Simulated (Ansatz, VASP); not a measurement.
## Two plane-wave programs on CsSi2

```xyz
3
Lattice="6.3716 -0.0319 0.0000 -3.2134 5.5339 0.0000 0.0000 0.0000 4.4787" Properties=species:S:1:pos:R:3 pbc="T T T"
Cs    0.0000    0.0000    0.0000
Si    3.1766    1.8234    1.1214
Si    3.1766    1.8234    3.3572
```

Change from the starting cell: strain = -0.01.

Alike in both runs: task single point; functional PBE; k mesh 5 × 5 × 6; occupations fermi-dirac, width 0.05 eV; no spin polarisation.

|  | VASP | Ansatz |
| --- | --- | --- |
| version | VASP 6.6.1 | Ansatz 0.2.0 |
| potentials or method | VASP PAW PBE potentials, release 64 (Cs_sv, Si) | Ansatz PAW |
| plane-wave cutoff (eV) | 520 | 420 |
| valence electrons in the cell | 17 | 17 |

```tsv
	VASP	Ansatz	Ansatz less VASP
gap on the k mesh at the Fermi level (eV)	none	none	-
pressure (GPa)	-0.5	-0.5	+0.02
largest component of the traceless stress (GPa)	1.06	0.99	-0.071
rms of the force components (eV/Å)	0.078	0.079	+0.0015
```

Atom by atom the forces differ by 0.002 eV/Å (rms over components). A gap of «none» marks a metal or a gap that the smearing closes.

Spin-orbit coupling is left out, which matters for the levels of Cs.
